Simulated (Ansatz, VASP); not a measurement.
# K2MgS2 in two plane-wave programs

Aim: how closely do two programs agree when they are given the same cell, functional and k mesh? The structure shown is the end of the Ansatz relaxation below.

Main program and level: Ansatz 0.2.0; plane waves, with VASP 6.6.1 beside it; single point at PBE.

The structure was built from a prototype and need not be the compound's stable phase.

**1. The starting structure**

It takes space group I4/mmm (No. 139, tetragonal). The conventional cell has a = 4.584 Å, b = 4.584 Å, c = 16.573 Å, α = 90.00°, β = 90.00°, γ = 90.00°. K has 5 S at 3.23 to 3.29 Å nearest. Nearest to S lie 1 Mg at 2.26 Å and 5 K at 3.23 to 3.29 Å. Nearest to Mg lie 2 S at 2.26 Å. As first built, before any earlier steps moved the atoms (in the runner's words): all Ni replaced by Mg and O replaced by S in the I4/mmm structure of K2NiO2. Farther neighbours and most contacts between anions are not listed.

**2. Ansatz: relaxation, PBE**

Ansatz runs on its default PAW (the set named soft_2) files.

This run makes the geometry at which the two programs are then compared.

File input.yaml:

```yaml
crystal:
  lattice:
    - [-2.23166012, 2.23166012, 7.24826586]
    - [2.23166012, -2.23166012, 7.24826586]
    - [2.23166012, 2.23166012, -7.24826586]
  atoms:
    - { symbol: K, position: [0.3426, 0.3426, 0.0] }
    - { symbol: K, position: [0.6574, 0.6574, 0.0] }
    - { symbol: S, position: [0.1314, 0.1314, 0.0] }
    - { symbol: S, position: [0.8686, 0.8686, 0.0] }
    - { symbol: Mg, position: [0.0, 0.0, 0.0] }
kpoints:
  mp_grid: { grid: [7, 7, 7] }
scf:
  occupations: { method: fermi_dirac, width: 0.05 }
hamiltonian:
  xc: pbe
output:
  forces: true
  stress: true
relax:
  f_tol: 0.02
  max_steps: 50
  cell: {}
```

Launch:

```bash
> ansatz run input.yaml --threads 4 --pin off --max-ram 8192MiB --backend cpu --events-out ev --progress --plain --runs-dir out
```

Numbers of over 12 decimals in the logs are rounded to 6 here.

Log:

```text
basis.fft_grid_basis auto: the FFT boxes are laid along the combinations [[1, 0, 1], [0, 1, 1], [0, 0, 1]] of the cell's own vectors, 4.463, 4.463 and 7.906 Å long. The dense box has 30×30×54 points. Along the cell's own vectors, as sized, it would have 54×54×54, 3.24 times as many. Of the 16 symmetry operations that the crystal satisfies within crystal.symmetry.tolerance (time reversal apart; of a slab, those that k [...]
Engine: ansatz 0.2.0, aarch64-unknown-linux-gnu
Pseudopotentials: kind: paw
Pseudopotential: K, paw, valence charge 9, recommended cutoff 420 eV (normal), K.paw.azcp
Pseudopotential: S, paw, valence charge 6, recommended cutoff 420 eV (normal), S.paw.azcp
Pseudopotential: Mg, paw, valence charge 10, recommended cutoff 420 eV (normal), Mg.paw.azcp
Functional definition: PBE
  parameter kappa = 0.804
  parameter beta = 0.066725
  exchange = pbe_x(kappa = kappa, mu = beta*pi^2/3)
  correlation = pbe_c(beta = beta)
Crystal: 5 atoms, lattice volume = 144.394 Å³
Basis set: ecut = 420 eV, 2825 PW (Γ), FFT grids on a1+a3, a2+a3, a3, exchange–correlation on 60×60×108 points (8 copies of the dense FFT grid, shifted against one another)
Bands: 25, of which v1, the nominal top of the filled ones, is band 20 counted from 1 (19 counted from 0)
Symmetry: 16 space group operations
Space group: I4/mmm (ITA 139), of the structure as read, at distance tolerance 5.2e-5 Å
k-points: 40 of 343
Non-local potential: K, projectors of the file, l = 0: 3, l = 1: 2, l = 2: 2
Non-local potential: S, projectors of the file, l = 0: 2, l = 1: 2, l = 2: 2
Non-local potential: Mg, projectors of the file, l = 0: 3, l = 1: 2, l = 2: 1
PAW form: soft (Blöchl's): semilocal exchange-correlation on the pseudo side does not see the compensation charge
PAW one-centre angular grid: K, 110 points (default); XC on 64 Gauss nodes
PAW one-centre angular grid: S, 110 points (default); XC on 64 Gauss nodes
PAW one-centre angular grid: Mg, 110 points (default); XC on 64 Gauss nodes
Initial density: superposition of atomic densities (neutral atoms: chi_scale 0, normalization atom), corrected by the library's trained network
Initial wavefunctions: pseudopotential atomic-orbital guess
Functional: x = pbe(κ = 0.804, μ = 0.219515), c = pbe(β = 0.066725)
SCF iter   1: F=—  HF=-6806.296810 eV  |F-HF|=—  |Δ(HF+E_count)|=         —  Δρ=1.48e-3  dr2=6.49e-3  ethr=1.77e-3  ⟨swp⟩=8.0  Hψ=5514  notcnv=0
preconditioner: auto → Resta (q_TF=auto, 2.203 Å⁻¹)  ε∞=2.7  [insulator: Δε(μ)=2.238 eV  Ē_g=12.416 eV  σ=0.050 eV  W_gap=1.00  n_scr=32 (ndim 8)  ℏωp=16.4 eV  f_vac=0.073  D(μ)=0.00/eV (n_scr^D=0)  ε∞_Penn≈2.7]
SCF iter   2: F=—  HF=-6806.294906 eV  |F-HF|=—  |Δ(HF+E_count)|=   1.90e-3  Δρ=7.48e-4  dr2=1.30e-3  ethr=1.62e-5  ⟨swp⟩=2.0  Hψ=1731  notcnv=0  defer=8
SCF iter   3: F=—  HF=-6806.295445 eV  |F-HF|=—  |Δ(HF+E_count)|=   5.39e-4  Δρ=2.64e-4  dr2=2.75e-4  ethr=3.24e-6  ⟨swp⟩=2.0  Hψ=1359  notcnv=0  defer=8
SCF iter   4: F=—  HF=-6806.295699 eV  |F-HF|=—  |Δ(HF+E_count)|=   2.54e-4  Δρ=9.00e-5  dr2=2.09e-5  ethr=6.88e-7  ⟨swp⟩=2.0  Hψ=1289  notcnv=0  defer=8
SCF iter   5: F=—  HF=-6806.295934 eV  |F-HF|=—  |Δ(HF+E_count)|=   2.35e-4  Δρ=2.17e-5  dr2=5.91e-7  ethr=5.21e-8  ⟨swp⟩=2.1  Hψ=1570  notcnv=0  defer=8
SCF iter   6: F=-6806.295934 eV  HF=-6806.295934 eV  |F-HF|=1.76e-7  |Δ(HF+E_count)|=   6.96e-7  Δρ=6.60e-6  dr2=9.32e-8  ethr=2.50e-10  ⟨swp⟩=5.0  Hψ=3939  notcnv=0
SCF 1 converged in 6 iterations: F = -6806.295934 eV  dr2 = 9.32e-8
  greatest PAW one-centre occupation: 1.001 electrons in one spin orbital (limit 2), on the Mg atom at site 4 (counted from 0), in its partial waves of l = 1
relax step   1: F+E_penalty+E_count = -6806.29593447 eV  Δ(F+E_penalty+E_count) = +0.000e0 eV  max|allowed force component| = 7.477e0 eV/Å  Δτ_max = 0.0000 Å  P = +13.046 GPa  Ω = 144.394 Å³  (6 SCF iters, dr2 threshold 1.00e-7 eV, accepted)
[...]
relax step   7: F+E_penalty+E_count = -6808.66523078 eV  Δ(F+E_penalty+E_count) = -3.051e-3 eV  max|allowed force component| = 3.967e-3 eV/Å  Δτ_max = 0.0000 Å  P = +0.021 GPa  Ω = 173.975 Å³  stress off target by 7.36e-2 GPa  SCF on the basis re-selected at this cell (its energy is not comparable with the rows above)  (6 SCF iters)
[...]
relax step   8: F+E_penalty+E_count = -6808.66526774 eV  Δ(F+E_penalty+E_count) = -3.697e-5 eV  max|allowed force component| = 2.087e-2 eV/Å  Δτ_max = 0.0058 Å  P = +0.002 GPa  Ω = 174.247 Å³  energy of the carried Pulay correction = -2.937e-6 eV  (5 SCF iters, dr2 threshold 1.36e-8 eV, accepted)
[...]
relax step   9: F+E_penalty+E_count = -6808.66532126 eV  Δ(F+E_penalty+E_count) = -5.352e-5 eV  max|allowed force component| = 4.508e-4 eV/Å  Δτ_max = 0.0026 Å  P = +0.002 GPa  Ω = 174.086 Å³  energy of the carried Pulay correction = -1.272e-6 eV  (4 SCF iters, dr2 threshold 2.72e-8 eV, accepted)
[...]
relax step  10: F+E_penalty+E_count = -6808.66532220 eV  Δ(F+E_penalty+E_count) = -9.331e-7 eV  max|allowed force component| = 4.471e-4 eV/Å  Δτ_max = 0.0000 Å  P = +0.001 GPa  Ω = 174.086 Å³  stress off target by 1.62e-3 GPa  SCF on the basis re-selected at this cell (its energy is not comparable with the rows above)  (5 SCF iters)
basis re-selected at this cell: Δ(F+E_penalty+E_count) = -9.331e-7 eV, ΔP = -0.000 GPa vs the last step (what re-selecting the basis moved, of the pressure what is left beyond the Pulay correction that the steps carried, after the strain that the cell walked since its last selection, with what the two solves' SCF thresholds leave and, on support functions, any second-order correction that the steps lacked; it is no m [...]
SCF converged after 5 iterations
Free energy (F): -6808.665322 eV
Harris-Foulkes:  -6808.665322 eV  (|F-HF|=9.82e-11)
Internal energy: -6808.665322 eV  (E = F + TS)
E sigma→0 (E₀):  -6808.665322 eV
Fermi energy:    2.611167 eV
--- Per-component energies (eV) ---
  E_band       = -645.209662
  E_kinetic    = 796.673870
  E_local      = -3534.019242  (includes V_loc(G=0)·N_el)
  E_nonlocal   = 177.625039
  E_hartree    = 1275.949492
  E_xc         = -493.886461
  E_vxc        = -542.306778  (∫ρ·V_xc dr)
  E_paw        = -3056.403990  (= ΣΔE_a)
  E_vpaw       = -95.081463  (= ΣTr[D̂ρ^β])
  E_aug_tail   = -0.000007  (compensation charges beyond the density's cutoff)
  E_ewald      = -1974.604024
  E_smearing   = -0.000000  (= −TS)
  E_closure    = -0.000000  (closes the sum)
  Σ components = -6808.665322   (vs F -6808.665322, Δ=0.00e0)
--- Forces (eV/Å), atoms counted from 1 ---
  atom   1  K      0.00000000     0.00000000    -0.00044707
  atom   2  K     -0.00000000     0.00000000     0.00044707
  atom   3  S      0.00000000     0.00000000     0.00022545
  atom   4  S      0.00000000     0.00000000    -0.00022545
  atom   5  Mg     0.00000000     0.00000000     0.00000000
  max |Σ_I F_I| component: 4.17e-18 eV/Å
--- Stress (GPa, compression-positive) ---
        0.001617       0.000000       0.000000
        0.000000       0.001617       0.000000
        0.000000       0.000000       0.001214
  P = ⅓ Tr σ = 0.0015 GPa (0.015 kbar)
--- Relaxed structure (8 steps of the walk, 8 accepted, 2 SCFs on fresh bases) ---
  F+E_penalty+E_count = -6808.66532220 eV   max|allowed force component| = 4.471e-4 eV/Å   (the final SCF, on the basis selected at the relaxed cell)
  cell:  # Å, volume = 174.0860 Å³
    - [-2.291758, 2.291758, 8.286405]
    - [2.291758, -2.291758, 8.286405]
    - [2.291758, 2.291758, -8.286405]
  atoms:
    - { symbol: K, position: [0.331350, 0.331350, 0] }
    - { symbol: K, position: [0.668650, 0.668650, 0] }
    - { symbol: S, position: [0.136301, 0.136301, 0] }
    - { symbol: S, position: [0.863699, 0.863699, 0] }
    - { symbol: Mg, position: [1.914635593652804e-19, 1.9146355936522553e-19, 0] }
```

**3. VASP: single point, PBE**

The same cell, functional, mesh and smearing now go to VASP, with its own data sets and cutoff.

Lines of VASP's logs that name or quote its potential files are left out, and so is its time.

File INCAR:

```
SYSTEM = K2MgS2
PREC = Accurate
ENCUT = 400
EDIFF = 1E-06
NELM = 100
ISMEAR = -1
SIGMA = 0.05
LREAL = .FALSE.
ALGO = Normal
GGA = PE
NBANDS = 22
LORBIT = 11
LWAVE = .FALSE.
LCHARG = .FALSE.
KPAR = 2
ISIF = 2
```

File POSCAR:

```
K2MgS2
1.0
   -2.2917583326      2.2917583326      8.2864050718
    2.2917583326     -2.2917583326      8.2864050718
    2.2917583326      2.2917583326     -8.2864050718
K S Mg
2 2 1
Direct
    0.3313500493      0.3313500493      0.0000000000
    0.6686499507      0.6686499507      0.0000000000
    0.1363014469      0.1363014469      0.0000000000
    0.8636985531      0.8636985531      0.0000000000
    0.0000000000      0.0000000000      0.0000000000
```

File KPOINTS:

```
Automatic mesh
0
Gamma
7 7 7
0 0 0
```

The projector-augmented-wave data sets are K_sv, S and Mg (PBE family, release 64).

Launch:

```bash
> mpirun -np 2 vasp_std
```

Log:

```text
[banner, memory and clock lines left out]
running    2 mpi-ranks, on    1 nodes
 distrk:  each k-point on    1 cores,    2 groups
 distr:  one band on    1 cores,    1 groups

 POSCAR found type information on POSCAR K S Mg
 POSCAR found :  3 types and       5 ions
 LDA part: xc-table for (Slater+PW92), standard interpolation
 POSCAR, INCAR and KPOINTS ok, starting setup
 FFT: planning ... GRIDC
 FFT: planning ... GRID_SOFT
 FFT: planning ... GRID
 WAVECAR not read
 entering main loop
       N       E                     dE             d eps       ncg     rms          rms(c)
DAV:   1     0.183894631502E+03    0.18389E+03   -0.11942E+04  1760   0.985E+02
DAV:   2    -0.138916292849E+01   -0.18528E+03   -0.17484E+03  2160   0.267E+02
DAV:   3    -0.191643388622E+02   -0.17775E+02   -0.17693E+02  2868   0.721E+01
DAV:   4    -0.196927134048E+02   -0.52837E+00   -0.52757E+00  2420   0.128E+01
DAV:   5    -0.197190509565E+02   -0.26338E-01   -0.26336E-01  2634   0.202E+00    0.686E+00
DAV:   6    -0.171907048785E+02    0.25283E+01   -0.42592E+00  1982   0.982E+00    0.510E+00
DAV:   7    -0.169891303109E+02    0.20157E+00   -0.12271E+00  2150   0.450E+00    0.427E+00
DAV:   8    -0.169769715389E+02    0.12159E-01   -0.11528E-01  2428   0.148E+00    0.211E+00
DAV:   9    -0.169720356707E+02    0.49359E-02   -0.34308E-02  2126   0.103E+00    0.445E-01
DAV:  10    -0.169743985750E+02   -0.23629E-02   -0.17045E-03  2658   0.203E-01    0.270E-01
DAV:  11    -0.169785435452E+02   -0.41450E-02   -0.51423E-03  1910   0.343E-01    0.135E-01
DAV:  12    -0.169785722488E+02   -0.28704E-04   -0.32568E-04  2444   0.747E-02    0.539E-02
DAV:  13    -0.169787329438E+02   -0.16069E-03   -0.31879E-04  1958   0.673E-02    0.448E-02
DAV:  14    -0.169787563672E+02   -0.23423E-04   -0.29306E-05  2162   0.227E-02    0.320E-02
DAV:  15    -0.169787642351E+02   -0.78679E-05   -0.19220E-05  2000   0.180E-02    0.217E-02
DAV:  16    -0.169787616161E+02    0.26190E-05   -0.11790E-05  1908   0.130E-02    0.251E-03
DAV:  17    -0.169787616195E+02   -0.34202E-08   -0.44700E-07  1522   0.380E-03
   1 F= -.16978762E+02 E0= -.16978762E+02  d E =-.870645E-08
```

OUTCAR, selected parts (step 3):

```text
ion  position               nearest neighbor table
   1  0.331  0.331  0.000-   3 3.23   4 3.29   4 3.29   4 3.29   4 3.29
   2  0.669  0.669  0.000-   4 3.23   3 3.29   3 3.29   3 3.29   3 3.29
   3  0.136  0.136  0.000-   5 2.26   1 3.23   2 3.29   2 3.29   2 3.29   2 3.29
   4  0.864  0.864  0.000-   5 2.26   2 3.23   1 3.29   1 3.29   1 3.29   1 3.29
   5  0.000  0.000  0.000-   3 2.26   4 2.26

  LATTYP: Found a body centered tetragonal cell.
 ALAT       =     4.5835166652
 C/A-ratio  =     3.6157412210

 Subroutine GETGRP returns: Found 16 space group operations
 (whereof 16 operations were pure point group operations)

The static configuration has the point symmetry D_4h.

 Found     40 irreducible k-points:

   k-points           NKPTS =     40   k-points in BZ     NKDIM =     40   number of bands    NBANDS=     22

   dimension x,y,z NGX =    60 NGY =   60 NGZ =   60
   dimension x,y,z NGXF=   120 NGYF=  120 NGZF=  120

   ENCUT  =  400.0 eV  29.40 Ry    5.42 a.u.  14.51 14.51 14.51*2*pi/ulx,y,z

   NELECT =      32.0000    total number of electrons

 k-points in reciprocal lattice and weights: Automatic mesh
   0.00000000  0.00000000  0.00000000       0.003
   0.14285714  0.00000000 -0.00000000       0.023
   0.28571429 -0.00000000  0.00000000       0.023
   0.42857143  0.00000000 -0.00000000       0.023
   0.14285714  0.14285714 -0.00000000       0.023
   0.28571429  0.14285714  0.00000000       0.047
   0.42857143  0.14285714  0.00000000       0.047
  -0.42857143  0.14285714  0.00000000       0.047
  -0.28571429  0.14285714  0.00000000       0.047
[...]
-0.42857143  0.42857143  0.42857143       0.012
  -0.42857143 -0.42857143  0.42857143       0.006

 average (electrostatic) potential at core
       1 -36.6853       2 -36.6853       3 -89.7062       4 -89.7062       5 -41.1798

 E-fermi :   0.3471

 k-point     1 :       0.0000    0.0000    0.0000
  band No.  band energies     occupation
    ...
     12      -1.5832      2.00000
     13      -0.6632      2.00000
     14      -0.6632      2.00000
     15      -0.5564      2.00000
     16      -0.5564      2.00000
     17       1.0570      0.00000
     18       4.5940      0.00000
     19       4.8857      0.00000
     20       4.9313      0.00000
     21       5.0154      0.00000
    ...

 k-point     2 :       0.1429    0.0000   -0.0000
  band No.  band energies     occupation
    ...
     12      -1.5925      2.00000
     13      -0.9658      2.00000
     14      -0.7626      2.00000
     15      -0.6899      2.00000
     16      -0.5825      2.00000
     17       1.3615      0.00000
     18       4.3513      0.00000
     19       4.7748      0.00000
     20       5.1086      0.00000
     21       5.3612      0.00000
    ...

 k-point     3 :       0.2857   -0.0000    0.0000
  band No.  band energies     occupation
    ...
     12      -1.6648      2.00000
     13      -1.3985      2.00000
     14      -1.1626      2.00000
     15      -0.7485      2.00000
     16      -0.6412      2.00000
     17       1.8897      0.00000
     18       3.4736      0.00000
     19       5.1333      0.00000
     20       5.3786      0.00000
     21       5.7659      0.00000
    ...

  Total        0.0280292      0.0280292     -0.0178417      0.0000000     -0.0000000      0.0000000
  in kB        0.2579628      0.2579628     -0.1642039      0.0000000     -0.0000000      0.0000000
  external PRESSURE =       0.1172406 kB  Pullay stress =       0.0000000 kB

  energy-cutoff  :      400.00
  volume of cell :      174.09
      direct lattice vectors                 reciprocal lattice vectors
    -2.291758333  2.291758333  8.286405072     0.000000000  0.218173091  0.060339797
     2.291758333 -2.291758333  8.286405072     0.218173091  0.000000000  0.060339797
     2.291758333  2.291758333 -8.286405072     0.218173091  0.218173091  0.000000000

 POSITION                                       TOTAL-FORCE (eV/Angst)
 -----------------------------------------------------------------------------------
      0.00000      0.00000      5.49140         0.000000      0.000000      0.002786
      0.00000      0.00000     11.08141        -0.000000     -0.000000     -0.002786
      0.00000      0.00000      2.25890        -0.000000     -0.000000     -0.010419
      0.00000      0.00000     14.31391         0.000000      0.000000      0.010419
      0.00000      0.00000      0.00000         0.000000      0.000000     -0.000000
 -----------------------------------------------------------------------------------
    total drift:                               -0.000000     -0.000000      0.000000

  FREE ENERGIE OF THE ION-ELECTRON SYSTEM (eV)
  ---------------------------------------------------
  free  energy   TOTEN  =       -16.9787616195 eV

  energy  without entropy=      -16.9787616108  energy(sigma->0) =      -16.97876162

 total charge
# of ion       s       p       d       tot
------------------------------------------
    1        1.959   5.576   0.025   7.560
    2        1.959   5.576   0.025   7.560
    3        1.323   2.413   0.000   3.736
    4        1.323   2.413   0.000   3.736
    5        0.206   0.151   0.030   0.387
--------------------------------------------------
tot          6.772  16.127   0.081  22.980

[... 3 further parts left out ...]
```

The run ends at a pressure of 0.01 GPa, with forces up to 0.010 eV/Å.

**4. Side by side**

Known differences besides the potentials themselves: the data sets hold 40 valence electrons in Ansatz (default PAW (the set named soft_2) files) and 32 in VASP; the cutoff is 420 eV in Ansatz and 400 eV in VASP; VASP leaves aspherical gradient terms in its spheres out (LASPH is not set), Ansatz keeps them; Ansatz's pressure holds a Pulay correction, VASP's none. Total energies have different zeros and are not compared.

Compared:

| quantity | Ansatz | VASP | difference |
| --- | --- | --- | --- |
| pressure (GPa) | 0.00 | 0.01 | -0.01 |
| gap on the k mesh (eV) | 1.578 | 1.582 | -0.004 |

At this near-relaxed geometry the largest component of a force difference is 11 meV/Å. A gap on the mesh is an upper bound, since the band edges may lie between its points.

**5. Further runs**

Further runs change the set-up of one program: Ansatz's method, potentials or start, or VASP's data sets, cutoff or form of LDA. The table gives Ansatz less VASP for each quantity, since a change that brings one quantity closer may part another.

| run | r.m.s. force difference (meV/Å) | pressure (GPa) | gap on the k mesh (eV) |
| --- | --- | --- | --- |
| as above | 4.1 | -0.010 | -0.0038 |
| VASP with the data sets K_sv_GW, S_GW and Mg_sv_GW and a cutoff of 690 eV | 4.2 | 0.10 | -0.0021 |
| VASP with the data sets K_sv, S_h and Mg and a cutoff of 650 eV | 2.7 | -0.028 | -0.0020 |

**6. Results**

```json
{"difference in gap on the k mesh (single point, PBE)": "-0.0038 eV"}
```

**Reading.** The difference in gap on the k mesh is -0.0038 eV (single point, PBE), within the 0.08 eV picked in this series as the mark of a large difference. Single point, PBE, VASP with the data sets K_sv_GW, S_GW and Mg_sv_GW and a cutoff of 690 eV: the difference in pressure goes from -0.010 to 0.10 GPa; the difference in gap on the k mesh goes from -0.0038 to -0.0021 eV. Single point, PBE, VASP with the data sets K_sv, S_h and Mg and a cutoff of 650 eV: r.m.s. force difference goes from 4.1 to 2.7 meV/Å; the difference in pressure goes from -0.010 to -0.028 GPa; the difference in gap on the k mesh goes from -0.0038 to -0.0020 eV. How closely two codes agree says nothing of how well the functional describes the real material.

[Lines on the potential files, build, host, timing and source positions are cut from VASP's logs without a mark.]

[Logs are printed without paths, hosts, clocks, repeated set-up lines and the standing remarks that a program may print on its own settings, such as how far it seeks lower states.]

[Hosts, paths, dates, database ids (printed as entryN), source tags and the programs' standing remarks are cut or masked in the printed files.]
